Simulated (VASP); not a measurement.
Data:

```
La
1.0
    1.90939    -3.30717     0.00000
    1.90939     3.30717     0.00000
    0.00000     0.00000    12.36323
La
4
Direct
  0.00000   0.00000   0.50000
  0.00000   0.00000   0.00000
  0.33333   0.66667   0.25000
  0.66667   0.33333   0.75000
```

Calculation: RPBE GGA, VASP's PBE PAW potentials (set 64) (plane waves; VASP). Run with 520 eV cut-off, Gaussian smearing of 0.050 eV, potentials La.

Problem. Give the energies of bands 17 to 25 at the high-symmetry points, in eV from the Fermi level.

Solution. 
```
band      Γ      M      K      A      L      H
----  -----  -----  -----  -----  -----  -----
17    -3.24  -1.83  -0.84  -2.82  -1.57  -1.01
18    -1.97  -1.76  -0.84  -2.82  -1.57  -1.01
19    -1.95  -1.48  -0.62  -1.67  -1.38  -0.37
20    -1.71  -1.04  -0.51  -1.67  -1.38  -0.37
21     0.42  -0.66  -0.51   0.74  -1.02  -0.10
22     0.53  -0.34  -0.07   0.74  -1.02  -0.10
23     1.19  -0.24   0.08   1.06   0.58  -0.09
24     1.19   0.37   0.08   1.06   0.58  -0.09
25     1.23   0.81   0.79   1.28   1.12   0.75
```

It has no gap at this level: it comes out as a metal or semimetal.

The compound is La in the dhcp structure. It was relaxed first.
